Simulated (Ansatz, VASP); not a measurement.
# One calculation of Ga4SbAs3, two programs

File INCAR:

```
ALGO = Normal
EDIFF = 1E-6
ENCUT = 520
GGA = PE
ISIF = 2
ISMEAR = 0
LASPH = True
LCHARG = True
LELF = True
LREAL = False
LVHAR = True
LWAVE = False
NBANDS = 46
NELM = 60
PREC = Accurate
SIGMA = 0.1
```

File KPOINTS:

```
k-points
0
Gamma
  4 4 2
```

Contents of POSCAR:

```
Ga4SbAs3
1.0
    3.9619543900      0.0000000000      0.0000000000
    0.0000000000      3.9619543900      0.0000000000
    0.0000000000      0.0000000000     11.2060992600
Ga Sb As
4 1 3
Direct
    0.5000000000      0.0000000000      0.6250000000
    0.0000000000      0.5000000000      0.8750000000
    0.5000000000      0.0000000000      0.1250000000
    0.0000000000      0.5000000000      0.3750000000
    0.5000000000      0.5000000000      0.5000000000
    0.0000000000      0.0000000000      0.7500000000
    0.5000000000      0.5000000000      0.0000000000
    0.0000000000      0.0000000000      0.2500000000
```

Input for Ansatz:

```yaml
crystal:
  lattice:
    - [3.96195439, 0.0, 0.0]
    - [0.0, 3.96195439, 0.0]
    - [0.0, 0.0, 11.20609926]
  atoms:
    - { symbol: Ga, position: [0.5, 0.0, 0.625] }
    - { symbol: Ga, position: [0.0, 0.5, 0.875] }
    - { symbol: Ga, position: [0.5, 0.0, 0.125] }
    - { symbol: Ga, position: [0.0, 0.5, 0.375] }
    - { symbol: Sb, position: [0.5, 0.5, 0.5] }
    - { symbol: As, position: [0.0, 0.0, 0.75] }
    - { symbol: As, position: [0.5, 0.5, 0.0] }
    - { symbol: As, position: [0.0, 0.0, 0.25] }
basis:
  ecutwfc: 420
kpoints:
  mp_grid: { grid: [4, 4, 2] }
hamiltonian:
  xc: pbe
scf:
  occupations: { method: gaussian, width: 0.1 }
  lower_state_search: "off"
output:
  forces: true
  stress: true
  eigenvalues: true
```

Alike in both runs: task single point; functional PBE; k mesh 4 × 4 × 2; occupations gaussian, width 0.1 eV; no spin polarisation.

```csv
,VASP,Ansatz
version,VASP 6.6.1,Ansatz 0.2.0
potentials or method,"VASP PAW PBE potentials, release 64 (Ga_d, Sb, As)","scalar-relativistic, plane waves, PAW"
plane-wave cutoff (eV),520,420
valence electrons in the cell,72,112
```

|  | VASP | Ansatz | Ansatz less VASP |
| --- | --- | --- | --- |
| gap on the k mesh at the Fermi level (eV) | 0.78 | 0.78 | +0.006 |
| least direct gap on the mesh (eV) | 0.84 | 0.84 | 0.000 |
| pressure (GPa) | 11.6 | 11.4 | -0.21 |
| largest component of the traceless stress (GPa) | 0.98 | 0.98 | -0.006 |
| rms of the force components (eV/Å) | 0.535 | 0.534 | -0.0008 |

Atom by atom the forces differ by 0.001 eV/Å (rms over components). With one functional, cell and mesh, what is left measures potentials, basis and numerics. The two sets of potentials don't hold the same shells in valence.

Caveats: spin-orbit coupling is left out, which moves the levels of the heavy elements; forces of over 1 eV/Å show positions far from the minimum, so gaps and moduli don't describe the material at rest. A k mesh can miss the band edges.
